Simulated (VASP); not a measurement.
HfGe: single point with PBE0(alpha)

Crystal: HfGe.

```
CELL_PARAMETERS angstrom
3.21967 0.00000 0.00000
0.00000 3.21967 0.00000
0.00000 0.00000 4.10843
ATOMIC_POSITIONS crystal
Hf 0.50000 0.50000 0.00000
Ge 0.00000 0.00000 0.00000
```

The cell was built by a generator and needn't be a form met in nature.

```
Program                            : VASP 6.6.1
Task                               : single point
Functional                         : PBE0(alpha)
Potentials or basis                : VASP PAW PBE potentials, release 64 (Hf_pv, Ge_d)
Cutoff                             : 520 eV
k mesh                             : 4 × 4 × 4
Occupations                        : fermi-dirac, width 0.05 eV
Spin                               : no spin polarisation
Share of exact exchange            : 0.1
Grid for exact exchange (PRECFOCK) : Fast
Exchange at q = 0                  : truncated
Further INCAR settings             : ALGO = Normal; EDIFF = 1e-06; NBANDS = 19
```

```json
{
  "Pressure": "60.3 GPa",
  "Band gap on the k mesh": "none (metal or under the smearing width)"
}
```

Stress tensor (GPa, compression positive):
```
91.26  0.00  0.00
 0.00 91.26  0.00
 0.00  0.00 -1.71
```

Levels at points of the mesh, in eV from the Fermi level:
```tsv
k point	band 9	band 10	band 11	band 12	band 13	band 14	band 15	band 16
(0.00, 0.00, 0.00)	-11.50	-1.74	-1.52	0.01	3.93	4.04	4.04	4.54
(0.50, 0.00, 0.00)	-7.25	-6.00	-2.23	-2.15	0.33	4.53	5.91	6.24
(0.50, 0.50, 0.00)	-9.32	-0.73	-0.73	1.15	1.15	1.46	3.09	7.18
(0.00, 0.00, 0.50)	-11.10	-3.72	-1.63	3.27	3.43	3.43	3.95	4.92
(0.50, 0.00, 0.50)	-6.72	-5.63	-3.87	-2.15	2.06	3.96	4.08	6.36
(0.50, 0.50, 0.50)	-9.10	-0.44	-0.44	0.26	0.26	0.91	4.59	6.29
```

It took 21 min on 1 thread of AMD EPYC 7571 (shared host), peak memory 0.13 GiB.

Caveat: the k mesh is coarse (spacing up to 0.49 Å⁻¹), so the values aren't converged, least of all with exact exchange; a pressure of tens of GPa on the cell as given is suspect, and the run, the potentials or the cell itself is likely at fault; the PAW data sets were made with another functional, which shifts forces and pressure a little. Spin-orbit coupling is left out, which matters for the levels of Hf.
